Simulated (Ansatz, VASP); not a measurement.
**Two plane-wave programs on SrAlO**

File INCAR:

```
SYSTEM = SrAlO
ALGO = Normal
EDIFF = 1E-6
ENCUT = 520
GGA = PE
ISIF = 2
ISMEAR = 0
ISPIN = 2
LASPH = .True.
LCHARG = .True.
LELF = .True.
LORBIT = 11
LREAL = .False.
LVHAR = .True.
LWAVE = .False.
MAGMOM = 0 0 1
NBANDS = 20
NELM = 150
PREC = Accurate
SIGMA = 0.1
```

The input KPOINTS:

```
k-points
0
Gamma
  6 6 6
  0 0 0
```

File POSCAR:

```
SrAlO
1.0
    4.2842414100      0.0000000000      0.0000000000
   -2.1421207100      3.7102619000      0.0000000000
    0.0000000000      0.0000000000      3.5761822100
Sr Al O
1 1 1
Direct
    0.6666666700      0.3333333300      0.0000000000
    0.3333333300      0.6666666700      0.5000000000
    0.0000000000      0.0000000000      0.5000000000
```

Input for Ansatz:

```yaml
crystal:
  lattice:
    - [4.28424141, 0.0, 0.0]
    - [-2.14212071, 3.7102619, 0.0]
    - [0.0, 0.0, 3.57618221]
  atoms:
    - { symbol: Sr, position: [0.66666667, 0.33333333, 0.0] }
    - { symbol: Al, position: [0.33333333, 0.66666667, 0.5] }
    - { symbol: O, position: [0.0, 0.0, 0.5], spin: 1.0 }
basis:
  ecutwfc: 420
kpoints:
  mp_grid: { grid: [6, 6, 6] }
hamiltonian:
  xc: pbe
scf:
  occupations: { method: gaussian, width: 0.1 }
  lower_state_search: "off"
output:
  forces: true
  stress: true
  eigenvalues: true
  populations: true
magnetization:
  spin_polarized: true
```

Change from the starting cell: species swapped into the GdAlGa type (P-6m2, No. 187).

Alike in both runs: task single point; functional PBE; k mesh 6 × 6 × 6; occupations gaussian, width 0.1 eV; collinear spin.

```csv
,VASP,Ansatz
version,VASP 6.6.1,Ansatz 0.2.0
potentials or method,"VASP PAW PBE potentials, release 64 (Sr_sv, Al, O)","scalar-relativistic, plane waves, PAW"
plane-wave cutoff (eV),520,420
valence electrons in the cell,19,19
```

Ansatz gave:

| Property | Result |
| --- | --- |
| gap on the k mesh at the Fermi level (eV) | none |
| pressure (GPa) | 1.4 |
| largest component of the traceless stress (GPa) | 8.82 |
| net moment per atom (μB) | 0.00 |

Which values does VASP return?

gap on the k mesh at the Fermi level (eV): none; pressure (GPa): 1.5; largest component of the traceless stress (GPa): 8.84; net moment per atom (μB): 0.00.

A gap of «none» marks a metal or a gap that the smearing closes. Ansatz warned: «seeded_moment_not_kept».
